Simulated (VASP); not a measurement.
OSZICAR of a VASP run on FeAl (relaxed from the rock salt structure, space group Fm-3m):

File OSZICAR:
```
...
DAV:   7    -0.111975171717E+02    0.70943E+01   -0.42447E+01  2346   0.751E+01    0.343E+00
DAV:   8    -0.112693308417E+02   -0.71814E-01   -0.41126E-01  2410   0.551E+00    0.160E+00
DAV:   9    -0.112722760449E+02   -0.29452E-02   -0.31427E-02  2398   0.220E+00    0.108E+00
DAV:  10    -0.112669534029E+02    0.53226E-02   -0.22721E-02  2595   0.209E+00    0.325E-01
DAV:  11    -0.112667743892E+02    0.17901E-03   -0.80730E-04  2297   0.397E-01    0.867E-02
DAV:  12    -0.112668010181E+02   -0.26629E-04   -0.18684E-04  2656   0.185E-01    0.563E-02
DAV:  13    -0.112667920948E+02    0.89233E-05   -0.44632E-05  2487   0.877E-02    0.435E-02
DAV:  14    -0.112667936559E+02   -0.15611E-05   -0.11905E-05  1693   0.520E-02    0.158E-02
DAV:  15    -0.112667943346E+02   -0.67878E-06   -0.24048E-06  1215   0.198E-02
   1 F= -.11266794E+02 E0= -.11266796E+02  d E =-.112668E+02  mag=     2.7262
       N       E                     dE             d eps       ncg     rms          rms(c)
DAV:   1    -0.254495077521E+02   -0.14183E+02   -0.18350E+02  2301   0.215E+02    0.350E+01
DAV:   2    -0.354865876893E+02   -0.10037E+02   -0.32318E+02  2167   0.230E+02    0.567E+01
DAV:   3    -0.119484472233E+02    0.23538E+02   -0.13957E+02  2317   0.135E+02    0.153E+01
DAV:   4    -0.121304148922E+02   -0.18197E+00   -0.12088E+00  2322   0.107E+01    0.104E+01
DAV:   5    -0.121609086386E+02   -0.30494E-01   -0.31275E-01  2445   0.576E+00    0.667E+00
DAV:   6    -0.121272616099E+02    0.33647E-01   -0.23705E-01  2336   0.594E+00    0.197E+00
DAV:   7    -0.121327864756E+02   -0.55249E-02   -0.40913E-03  2394   0.576E-01    0.159E+00
DAV:   8    -0.121405488091E+02   -0.77623E-02   -0.14944E-02  2648   0.126E+00    0.510E-01
DAV:   9    -0.121404500653E+02    0.98744E-04   -0.31145E-04  2176   0.146E-01    0.298E-01
DAV:  10    -0.121404719458E+02   -0.21880E-04   -0.12636E-04  2649   0.163E-01    0.195E-01
DAV:  11    -0.121404622788E+02    0.96670E-05   -0.12858E-05  2392   0.388E-02    0.500E-02
DAV:  12    -0.121404627553E+02   -0.47657E-06   -0.12013E-05  1638   0.481E-02    0.118E-02
DAV:  13    -0.121404628530E+02   -0.97639E-07   -0.77183E-07  1095   0.111E-02
   2 F= -.12140463E+02 E0= -.12140783E+02  d E =-.873669E+00  mag=     1.9657
       N       E                     dE             d eps       ncg     rms          rms(c)
DAV:   1    -0.125101198982E+02   -0.36966E+00   -0.51773E+00  2266   0.394E+01    0.558E+00
DAV:   2    -0.128839462750E+02   -0.37383E+00   -0.10149E+01  2338   0.472E+01    0.862E+00
DAV:   3    -0.121634481473E+02    0.72050E+00   -0.42705E+00  2330   0.303E+01    0.106E+00
DAV:   4    -0.121649135506E+02   -0.14654E-02   -0.28390E-02  2131   0.131E+00    0.518E-01
DAV:   5    -0.121617590684E+02    0.31545E-02   -0.60403E-03  2652   0.913E-01    0.224E-01
DAV:   6    -0.121616265006E+02    0.13257E-03   -0.31873E-04  2610   0.153E-01    0.451E-02
DAV:   7    -0.121616237179E+02    0.27828E-05   -0.49278E-05  2340   0.980E-02    0.161E-02
DAV:   8    -0.121616253317E+02   -0.16139E-05   -0.35885E-06  1703   0.232E-02    0.132E-02
DAV:   9    -0.121616235661E+02    0.17656E-05   -0.17357E-06  1112   0.197E-02    0.414E-03
DAV:  10    -0.121616235111E+02    0.55023E-07   -0.22354E-07  1058   0.727E-03
   3 F= -.12161624E+02 E0= -.12161598E+02  d E =-.894829E+00  mag=     1.9273
       N       E                     dE             d eps       ncg     rms          rms(c)
DAV:   1    -0.121694536398E+02   -0.78301E-02   -0.12318E-01  2248   0.620E+00    0.834E-01
DAV:   2    -0.121767943353E+02   -0.73407E-02   -0.24058E-01  2335   0.716E+00    0.118E+00
DAV:   3    -0.121615417144E+02    0.15253E-01   -0.84957E-02  2323   0.436E+00    0.128E-01
DAV:   4    -0.121615041128E+02    0.37602E-04   -0.45698E-04  2137   0.170E-01    0.665E-02
DAV:   5    -0.121614492788E+02    0.54834E-04   -0.83761E-05  2639   0.633E-02    0.173E-02
DAV:   6    -0.121614511504E+02   -0.18716E-05   -0.84646E-06  2313   0.360E-02    0.455E-03
DAV:   7    -0.121614514077E+02   -0.25728E-06   -0.22995E-07  1088   0.536E-03
   4 F= -.12161451E+02 E0= -.12161459E+02  d E =-.894657E+00  mag=     1.9391
       N       E                     dE             d eps       ncg     rms          rms(c)
DAV:   1    -0.121614706926E+02   -0.19542E-04   -0.55118E-05  2224   0.130E-01    0.183E-02
DAV:   2    -0.121614742091E+02   -0.35165E-05   -0.11359E-04  2344   0.156E-01    0.256E-02
DAV:   3    -0.121614669839E+02    0.72253E-05   -0.40560E-05  2308   0.955E-02    0.296E-03
DAV:   4    -0.121614669666E+02    0.17218E-07   -0.19288E-07  1046   0.350E-03
   5 F= -.12161467E+02 E0= -.12161473E+02  d E =-.155589E-04  mag=     1.9389
       N       E                     dE             d eps       ncg     rms          rms(c)
DAV:   1    -0.121615426850E+02   -0.75701E-04   -0.50240E-04  2263   0.395E-01    0.531E-02
DAV:   2    -0.121615711821E+02   -0.28497E-04   -0.96250E-04  2330   0.454E-01    0.743E-02
DAV:   3    -0.121615104861E+02    0.60696E-04   -0.33981E-04  2318   0.277E-01    0.824E-03
DAV:   4    -0.121615102919E+02    0.19421E-06   -0.18010E-06  1987   0.103E-02
   6 F= -.12161510E+02 E0= -.12161514E+02  d E =-.588842E-04  mag=     1.9381
       N       E                     dE             d eps       ncg     rms          rms(c)
DAV:   1    -0.121615106160E+02   -0.12987E-06   -0.24302E-07  1043   0.386E-03    0.145E-03
DAV:   2    -0.121615106286E+02   -0.12605E-07   -0.38182E-07  1043   0.900E-03
   7 F= -.12161511E+02 E0= -.12161513E+02  d E =-.336687E-06  mag=     1.9381
       N       E                     dE             d eps       ncg     rms          rms(c)
DAV:   1    -0.121615123116E+02   -0.16956E-05   -0.15579E-06  1043   0.227E-02    0.233E-03
DAV:   2    -0.121615123654E+02   -0.53795E-07   -0.14158E-06  1043   0.186E-02
   8 F= -.12161512E+02 E0= -.12161515E+02  d E =-.207344E-05  mag=     1.9381
       N       E                     dE             d eps       ncg     rms          rms(c)
DAV:   1    -0.121615157961E+02   -0.34845E-05   -0.62646E-06  1813   0.438E-02    0.469E-03
DAV:   2    -0.121615160344E+02   -0.23830E-06   -0.67452E-06  1803   0.381E-02
   9 F= -.12161516E+02 E0= -.12161518E+02  d E =-.574245E-05  mag=     1.9380
       N       E                     dE             d eps       ncg     rms          rms(c)
DAV:   1    -0.121615230256E+02   -0.72295E-05   -0.26653E-05  2209   0.886E-02    0.931E-03
DAV:   2    -0.121615238707E+02   -0.84507E-06   -0.26726E-05  2245   0.760E-02    0.124E-02
DAV:   3    -0.121615221452E+02    0.17255E-05   -0.95492E-06  1812   0.463E-02    0.156E-03
DAV:   4    -0.121615221300E+02    0.15222E-07   -0.60560E-08  1043   0.193E-03
  10 F= -.12161522E+02 E0= -.12161524E+02  d E =-.118380E-04  mag=     1.9379
       N       E                     dE             d eps       ncg     rms          rms(c)
DAV:   1    -0.121615382806E+02   -0.16135E-04   -0.53850E-05  2275   0.129E-01    0.175E-02
DAV:   2    -0.121615415099E+02   -0.32293E-05   -0.10426E-04  2338   0.149E-01    0.245E-02
DAV:   3    -0.121615348760E+02    0.66338E-05   -0.36771E-05  2290   0.910E-02    0.270E-03
DAV:   4    -0.121615348549E+02    0.21151E-07   -0.18108E-07  1043   0.339E-03
  11 F= -.12161535E+02 E0= -.12161536E+02  d E =-.245629E-04  mag=     1.9376
       N       E                     dE             d eps       ncg     rms          rms(c)
DAV:   1    -0.121615727993E+02   -0.37923E-04   -0.21633E-04  2263   0.259E-01    0.350E-02
DAV:   2    -0.121615852662E+02   -0.12467E-04   -0.41632E-04  2330   0.299E-01    0.489E-02
DAV:   3    -0.121615589493E+02    0.26317E-04   -0.14692E-04  2318   0.182E-01    0.543E-03
DAV:   4    -0.121615588615E+02    0.87802E-07   -0.73509E-07  1176   0.677E-03
  12 F= -.12161559E+02 E0= -.12161558E+02  d E =-.485696E-04  mag=     1.9371
       N       E                     dE             d eps       ncg     rms          rms(c)
DAV:   1    -0.121616573860E+02   -0.98437E-04   -0.86713E-04  2260   0.519E-01    0.700E-02
DAV:   2    -0.121617063646E+02   -0.48979E-04   -0.16659E-03  2327   0.598E-01    0.978E-02
DAV:   3    -0.121616014125E+02    0.10495E-03   -0.58796E-04  2312   0.364E-01    0.109E-02
DAV:   4    -0.121616010761E+02    0.33635E-06   -0.31485E-06  2087   0.136E-02
  13 F= -.12161601E+02 E0= -.12161597E+02  d E =-.907842E-04  mag=     1.9361
       N       E                     dE             d eps       ncg     rms          rms(c)
DAV:   1    -0.121618899357E+02   -0.28852E-03   -0.35024E-03  2245   0.105E+00    0.141E-01
DAV:   2    -0.121620846682E+02   -0.19473E-03   -0.66907E-03  2335   0.120E+00    0.196E-01
DAV:   3    -0.121616635603E+02    0.42111E-03   -0.23626E-03  2312   0.731E-01    0.217E-02
DAV:   4    -0.121616621813E+02    0.13791E-05   -0.12593E-05  2139   0.271E-02    0.117E-02
DAV:   5    -0.121616604762E+02    0.17051E-05   -0.24588E-06  1686   0.130E-02    0.228E-03
DAV:   6    -0.121616604656E+02    0.10606E-07   -0.21432E-07  1043   0.507E-03
  14 F= -.12161660E+02 E0= -.12161649E+02  d E =-.150174E-03  mag=     1.9341
       N       E                     dE             d eps       ncg     rms          rms(c)
DAV:   1    -0.121625948534E+02   -0.93438E-03   -0.14225E-02  2254   0.210E+00    0.280E-01
DAV:   2    -0.121633607659E+02   -0.76591E-03   -0.26457E-02  2335   0.239E+00    0.391E-01
DAV:   3    -0.121616957325E+02    0.16650E-02   -0.93541E-03  2318   0.146E+00    0.433E-02
DAV:   4    -0.121616904034E+02    0.53290E-05   -0.49414E-05  2139   0.536E-02    0.230E-02
DAV:   5    -0.121616835906E+02    0.68128E-05   -0.99149E-06  2449   0.261E-02    0.479E-03
DAV:   6    -0.121616835822E+02    0.83641E-08   -0.53501E-07  1064   0.850E-03
  15 F= -.12161684E+02 E0= -.12161662E+02  d E =-.173290E-03  mag=     1.9301
```

Q: Which electronic solver shows in the log?

A: It is blocked Davidson (ALGO = Normal, or the opening steps of other solvers). The INCAR had ALGO = Normal.

Q: How was spin treated?

A: Collinear spin (ISPIN = 2): the summary line carries one mag value, 1.93 μB in the cell.

Q: Can the final energy be trusted as converged?

A: The calculation finished and met its thresholds. It stopped with EDIFF = 1E-6, NELM = 100, NSW = 60 and EDIFFG = -0.01 after 15 ionic steps (PBEsol GGA, plane waves, VASP's PBE PAW potentials (set 64)). Energy and stress use the plane-wave basis of the starting cell.

The structure was generated: FeAl was put into the rock salt type (Fm-3m), which need not be its known phase. This run relaxes it. Symmetry was kept, so distortions that lower it aren't found.
